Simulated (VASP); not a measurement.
```
Nb
1.0
   -1.62737     1.62737     1.62737
    1.62737    -1.62737     1.62737
    1.62737     1.62737    -1.62737
Nb
1
Cartesian
  0.00000   0.00000   0.00000
```

All values below come from optB86b-vdW, VASP's PBE PAW potentials (set 64) (plane waves; VASP 6.6.1). Run with 520 eV cut-off, 16×16×16 Γ-centred mesh, first-order Methfessel-Paxton smearing of 0.10 eV, potentials Nb_sv.

Q: What does the run give for the energy per atom (σ→0), pressure, band gap (on the k-mesh) with the smallest direct gap where there is one?

A: 
```yaml
band gap (on the k-mesh): none (metal, semimetal or under 0.01 eV)
energy per atom (σ→0): -7.579 eV/atom
pressure: 5.43 GPa
```

Only differences to runs with the same potentials and settings are physical.

The compound is Nb in the bcc structure. This cell is one point of a volume scan, at 0.97 of the reference volume.
